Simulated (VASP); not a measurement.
Computed with revTPSS meta-GGA, VASP's PBE PAW potentials (set 64) (plane waves; VASP).

VASP ran on this input.

File KPOINTS:
```
K-points
0
G
7 7 7
0 0 0
```

INCAR:
```
SYSTEM = KCl
PREC = Accurate; ENCUT = 520; LREAL = F
LASPH = T
EDIFF = 1E-6; NELM = 100; ALGO = Normal
LMIXTAU = T
ISMEAR = 0; SIGMA = 0.05
METAGGA = RTPSS
IBRION = 2; NSW = 60; ISIF = 3
EDIFFG = -0.01
LWAVE = F; LCHARG = F
```

POSCAR:
```
KCl
1
   -0.0000000000     3.1892933490     3.1892933490
    3.1892933490     0.0000000000     3.1892933490
    3.1892933490     3.1892933490    -0.0000000000
K Cl
1 1
Direct
  0.0000000000   0.0000000000   0.0000000000
  0.5000000000   0.5000000000   0.5000000000
```

POTCAR, in this order: K_sv Cl (PBE.64 set). Program: vasp_std.

What will the output report for the number of irreducible k-points (NKPTS), largest plane-wave count, number of space-group operations, FFT grid (NGX, NGY, NGZ)?

* **number of irreducible k-points (NKPTS)**: 20
* **largest plane-wave count**: 1807
* **number of space-group operations**: 48
* **FFT grid (NGX, NGY, NGZ)**: 36 × 36 × 36

The compound is KCl in the rock salt structure. It was relaxed first. The start is the result of an earlier pass.
